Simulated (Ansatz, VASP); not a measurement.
# Cross-check of CaO (Lime) between VASP and Ansatz, part 2 of 2

One calculation is typed for both programs; each brings its own data sets. How far apart do they land? The cell is taken from a series of runs on this material, whose earlier steps may have relaxed, scaled, displaced or heated it; both programs get it as it stands.

VASP 6.6.1 and Ansatz 0.2.0.

So far: The structure; VASP: zone-centre phonons, LDA.

### Step 3. Ansatz: zone-centre phonons, LDA

Level of this step: Ansatz beside VASP: Kohn-Sham DFT, plane waves, LDA (Ansatz).

Ansatz runs on its PAW soft_1 files.

The same cell, functional (in two slightly different forms) and mesh now go to Ansatz, which takes its cutoff from its data sets.

File input.yaml:

```yaml
crystal:
  lattice:
    - [0.0, 2.3998428732, 2.3998428732]
    - [2.3998428732, 0.0, 2.3998428732]
    - [2.3998428732, 2.3998428732, 0.0]
  atoms:
    - { symbol: O, position: [0.5, 0.5, 0.5] }
    - { symbol: Ca, position: [0.0, 0.0, 0.0] }
kpoints:
  mp_grid: { grid: [8, 8, 8] }
hamiltonian:
  xc: lda
  pseudopotentials: { kind: paw, azcp: { folder: soft_1 }, xc_functional: pbe }
scf:
  occupations: { method: fixed }
output:
  eigenvalues: true
phonons:
  method: dfpt
  dielectric: true
  rigid_motions: translations
```

The run is started by

```bash
$ ansatz run input.yaml --threads 4 --pin off --max-ram 10240MiB --backend cpu --events-out ev --progress --plain --runs-dir out
```

Numbers of over 12 decimals in the logs are rounded to 6 here.

Log:

```text
Engine: ansatz 0.2.0, x86_64-unknown-linux-gnu
Pseudopotentials: kind: paw
Pseudopotential: O, paw, valence charge 6, recommended cutoff 420 eV (normal), soft_1/O.paw.azcp
Pseudopotential: Ca, paw, valence charge 10, recommended cutoff 420 eV (normal), soft_1/Ca.paw.azcp
Functional definition: SPW92
  exchange = slater_x
  correlation = pw_c
Crystal: 2 atoms, lattice volume = 27.643 Å³
Basis set: ecut = 420 eV, 537 PW (Γ), exchange–correlation on 48×48×48 points (8 copies of the dense FFT grid, shifted against one another)
Bands: 12, of which v1, the nominal top of the filled ones, is band 8 counted from 1 (7 counted from 0)
Symmetry: 48 space group operations
k-points: 59 of 512 (irreducible under 8 space group operations, time reversal used)
Non-local potential: O, projectors of the file, l = 0: 2, l = 1: 2, l = 2: 1
Non-local potential: Ca, projectors of the file, l = 0: 3, l = 1: 2, l = 2: 2
PAW form: soft (Blöchl's): semilocal exchange-correlation on the pseudo side does not see the compensation charge
PAW frozen core: O, regenerated for the run's functional, and the local potential with it (the file was generated under x = pbe(κ = 0.804, μ = 0.219515), c = pbe(β = 0.066725))
PAW frozen core: Ca, regenerated for the run's functional, and the local potential with it (the file was generated under x = pbe(κ = 0.804, μ = 0.219515), c = pbe(β = 0.066725))
PAW one-centre angular grid: O, 110 points (default); XC on 64 Gauss nodes
PAW one-centre angular grid: Ca, 110 points (default); XC on 64 Gauss nodes
Initial density: superposition of atomic densities (chi_scale 0.1, normalization cell, long waves kept (reshape's long-wave potential 0.00 eV rms))
Initial wavefunctions: pseudopotential atomic-orbital guess
Functional: x = slater, c = lda
SCF iter   1: F=—  HF=-2332.394682 eV  |F-HF|=—  |Δ(HF+E_count)|=         —  Δρ=1.15e-1  dr2=3.31e0  ethr=3.10e-3  ⟨swp⟩=4.2  Hψ=4152  notcnv=0  defer=5
preconditioner: auto → none  [insulator: Δε(μ)=1.774 eV  Ē_g=17.406 eV  n_scr=8 (ndim 8)  ℏωp=26.4 eV  f_vac=0.000  ε∞_Penn≈3.3]
SCF iter   2: F=—  HF=-2332.288784 eV  |F-HF|=—  |Δ(HF+E_count)|=   1.06e-1  Δρ=1.07e-1  dr2=2.94e0  ethr=3.10e-3  ⟨swp⟩=3.0  Hψ=1996  notcnv=0  defer=103
SCF iter   3: F=—  HF=-2331.606161 eV  |F-HF|=—  |Δ(HF+E_count)|=   6.83e-1  Δρ=1.58e-2  dr2=6.55e-2  ethr=3.10e-3  ⟨swp⟩=2.9  Hψ=1251  notcnv=0  defer=43
SCF iter   4: F=—  HF=-2331.613554 eV  |F-HF|=—  |Δ(HF+E_count)|=   7.39e-3  Δρ=5.38e-3  dr2=5.42e-3  ethr=4.09e-4  ⟨swp⟩=2.2  Hψ=1280  notcnv=0  defer=108
SCF iter   5: F=—  HF=-2331.614089 eV  |F-HF|=—  |Δ(HF+E_count)|=   5.35e-4  Δρ=9.31e-4  dr2=1.61e-4  ethr=3.39e-5  ⟨swp⟩=2.2  Hψ=1023  notcnv=0  defer=115
SCF iter   6: F=—  HF=-2331.614066 eV  |F-HF|=—  |Δ(HF+E_count)|=   2.32e-5  Δρ=6.53e-5  dr2=7.06e-7  ethr=1.00e-6  ⟨swp⟩=2.0  Hψ=1023  notcnv=0  defer=108
SCF iter   7: F=—  HF=-2331.614067 eV  |F-HF|=—  |Δ(HF+E_count)|=   1.00e-6  Δρ=4.67e-6  dr2=2.62e-9  ethr=4.41e-9  ⟨swp⟩=2.7  Hψ=1113  notcnv=0  defer=3
SCF iter   8: F=-2331.614067 eV  HF=-2331.614067 eV  |F-HF|=2.41e-11  |Δ(HF+E_count)|=   1.59e-9  Δρ=3.91e-7  dr2=4.10e-11  ethr=1.00e-12  ⟨swp⟩=7.4  Hψ=4338  notcnv=0
SCF 1 converged in 8 iterations: F = -2331.614067 eV  dr2 = 4.10e-11
  greatest PAW one-centre occupation: 0.996 electrons in one spin orbital (limit 2), on the Ca atom at site 1 (counted from 0), in its partial waves of l = 0
DFPT response loops at Γ: preconditioner auto → none (the input reference at scf.mixing.eps_inf says where Resta's filter doesn't serve); β = 0.50; Broyden in place of MSR1
── the response to a field inside a basis, on 8×8×8 k-points: an SCF that follows is theirs, and a resumed run solves both again ──
Bands: 9, of which v1, the nominal top of the filled ones, is band 8 counted from 1 (7 counted from 0)
k-points: 60 of 512 (irreducible under 12 space group operations)
Initial density: handed on by an earlier stage of this run
Initial wavefunctions: pseudopotential atomic-orbital guess (no wavefunctions were taken with the density)
Eigensolver: Dense (60 Hₖ)
SCF iter   1: F=—  HF=-2331.615783 eV  |F-HF|=—  |Δ(HF+E_count)|=         —  Δρ=5.55e-4  dr2=1.27e-5  ethr=1.00e-1
preconditioner: auto → none  [insulator: Δε(μ)=3.678 eV  Ē_g=16.079 eV  n_scr=8 (ndim 8)  ℏωp=26.4 eV  f_vac=0.000  ε∞_Penn≈3.7]
SCF iter   2: F=—  HF=-2331.615781 eV  |F-HF|=—  |Δ(HF+E_count)|=   2.02e-6  Δρ=2.53e-4  dr2=6.21e-6  ethr=7.91e-8
SCF iter   3: F=—  HF=-2331.615781 eV  |F-HF|=—  |Δ(HF+E_count)|=   5.74e-8  Δρ=1.77e-4  dr2=4.23e-6  ethr=3.88e-8
SCF iter   4: F=-2331.615780 eV  HF=-2331.615780 eV  |F-HF|=1.31e-9  |Δ(HF+E_count)|=   9.43e-7  Δρ=1.39e-5  dr2=1.56e-8  ethr=2.64e-8
SCF 1 converged in 4 iterations: F = -2331.615780 eV  dr2 = 1.56e-8
DFPT response loops at Γ: mixed as the last ones told, above
SCF converged after 8 iterations
Free energy (F): -2331.614067 eV
Harris-Foulkes:  -2331.614067 eV  (|F-HF|=2.41e-11)
Internal energy: -2331.614067 eV  (E = F + TS)
E sigma→0 (E₀):  -2331.614067 eV
Fermi energy:    7.339316 eV
--- Per-component energies (eV) ---
  E_band       = -103.499565
  E_kinetic    = 423.120954
  E_local      = -890.844994  (includes V_loc(G=0)·N_el)
  E_nonlocal   = 147.656122
  E_hartree    = 292.245437
  E_xc         = -198.304338
  E_vxc        = -250.675115  (∫ρ·V_xc dr)
  E_paw        = -974.358118  (= ΣΔE_a)
  E_vpaw       = -117.248252  (= ΣTr[D̂ρ^β])
  E_aug_tail   = 0.000787  (compensation charges beyond the density's cutoff)
  E_ewald      = -1131.510006
  E_core_change = 0.380088  (= ΣΔE_core)
  E_smearing   = -0.000000  (= −TS)
  E_closure    = -0.000000  (closes the sum)
  Σ components = -2331.614067   (vs F -2331.614067, Δ=0.00e0)
--- Band table (eV; the first three rows and the last of 59) ---
  k-point 0: bands = [... 4 lower, -7.8768, 7.3393, 7.3393, 7.3393, 11.9390, 13.4764, 13.4764, 13.4764]
  k-point 1: bands = [... 4 lower, -7.6430, 6.7881, 7.1235, 7.1235, 12.6276, 13.4318, 13.7468, 13.7468]
  k-point 2: bands = [... 4 lower, -7.1712, 5.7623, 6.6624, 6.6624, 13.4898, 14.0910, 14.4581, 14.4581]
  k-point 58: bands = [... 4 lower, -7.2185, 6.0247, 6.2636, 6.2636, 13.5573, 13.5573, 15.7449, 16.9117]
--- Phonons (Γ-DFPT): 2 representative perturbations + reference, on 59 of 512 k-points (Σ response iterations 7) ---
  k mesh reduced under 8 symmetry operations, with k and −k counted as one. Each operation leaves every solved perturbation unchanged. A smaller set is not considered because the run solves the response to a homogeneous field
  ASR residual: 3.092e-4 → 0.000e0 eV/Å²; symmetrization residual: 2.386e-7 eV/Å²
  ASR residual per site (eV/Å²): 1.06e-4 3.09e-4
  Γ frequencies (cm⁻¹): 0.00 0.00 0.00 247.24 247.24 247.24
  ε∞ (high-frequency dielectric tensor):
        3.848843     0.000000     0.000000
        0.000000     3.848843     0.000000
        0.000000     0.000000     3.848843
  ε⁰ (static dielectric tensor: ions relaxed, cell fixed):
       17.950270    -0.000000     0.000000
       -0.000000    17.950270    -0.000000
        0.000000    -0.000000    17.950270
  ε⁰ − ε∞ (ionic part):
       14.101427    -0.000000     0.000000
       -0.000000    14.101427    -0.000000
        0.000000    -0.000000    14.101427
  softest optical mode at Γ: 247.24 cm⁻¹; the repairs (sum rule, projections) moved no ω² at Γ by more than (1.46 cm⁻¹)²
  Born effective charges Z* (e; rows j = field, columns β = displacement):
    site 0:
        -2.35304    0.00000   -0.00000
        -0.00000   -2.35304    0.00000
        -0.00000    0.00000   -2.35304
    site 1:
         2.35304   -0.00000    0.00000
         0.00000    2.35304   -0.00000
         0.00000   -0.00000    2.35304
  Z* charge neutrality: 6.336e-4 e pre-enforcement
  solved inside a basis spanned on kpoints, on 8×8×8 k-points, its susceptibility summed on 12×12×12: ε∞ is read to err by 8.8e-3, Z* by 1.1e-2 e (field_mesh: kpoints solves on kpoints); Z* is corrected for what the basis lacks
  optical modes at Γ without the LO–TO term, one row a degenerate level:
      ω (cm⁻¹)  modes    IR ((D/Å)²/amu)
        247.24      3            33.5140
  optical modes at Γ + LO–TO along q̂ = [1.0000, 0.0000, 0.0000]:
      ω (cm⁻¹)  modes    IR ((D/Å)²/amu)
        247.24      2            22.3427
        533.93      1            11.1713
  optical modes at Γ + LO–TO along q̂ = [0.0000, 1.0000, 0.0000]:
      ω (cm⁻¹)  modes    IR ((D/Å)²/amu)
        247.24      2            22.3427
        533.93      1            11.1713
  optical modes at Γ + LO–TO along q̂ = [0.0000, 0.0000, 1.0000]:
      ω (cm⁻¹)  modes    IR ((D/Å)²/amu)
        247.24      2            22.3427
        533.93      1            11.1713
```

The column dr2 measures how far the density is from self-consistency, as an energy; F and HF (Harris–Foulkes) agree once it is small.

### Step 4. Comparison

Known differences besides the potentials themselves: the two LDA forms differ slightly; fixed occupations in Ansatz, narrow Gaussian smearing in VASP; VASP's response is taken on the typed mesh, Ansatz refines its own for the field response alone; the cutoff is 420 eV in Ansatz and 600 eV in VASP; VASP's log shows a relativistic correction to its local exchange, Ansatz's none. Total energies have different zeros and are not compared.

The two programs side by side:

```tsv
quantity	Ansatz	VASP	difference
ε∞ xx	3.85	3.85	-0.06 %
ε∞ yy	3.85	3.85	-0.06 %
ε∞ zz	3.85	3.85	-0.06 %
Born charge of O1 (mean of the diagonal) (e)	-2.35	-2.36	0.00
Born charge of Ca2 (mean of the diagonal) (e)	2.35	2.36	0.00
optical mode 1 to 3 (cm⁻¹)	247.2	254.9	-2.99 %
```

Modes are paired by rising frequency, not by their patterns, so a pair may set unlike modes beside each other; they are those without the splitting of longitudinal modes.

### Step 5. Summary of results

```yaml
r_m_s_difference_of_the_optical_zone_centre_modes_each_program_s_sorted_by_frequency_zone_centre_phonons_lda: 7.6 cm⁻¹
difference_in_optical_mode_1_to_3_zone_centre_phonons_lda: -3.0 %
```

The r.m.s. difference of the optical zone-centre modes, each program's sorted by frequency is 7.6 cm⁻¹ (zone-centre phonons, LDA). Among the rows given in per cent, the largest difference of the zone-centre phonons, LDA pair is in optical mode 1 to 3, -3.0 %. How closely two codes agree says nothing of how well the functional describes the real material.

[Lines on the potential files, build, host, timing and source positions are cut from VASP's logs without a mark.]

[Logs are printed without paths, hosts, clocks, repeated set-up lines and the standing remarks that a program may print on its own settings, such as how far it seeks lower states.]

[Hosts, paths, dates, database ids (printed as entryN), source tags and the programs' standing remarks are cut or masked in the printed files.]
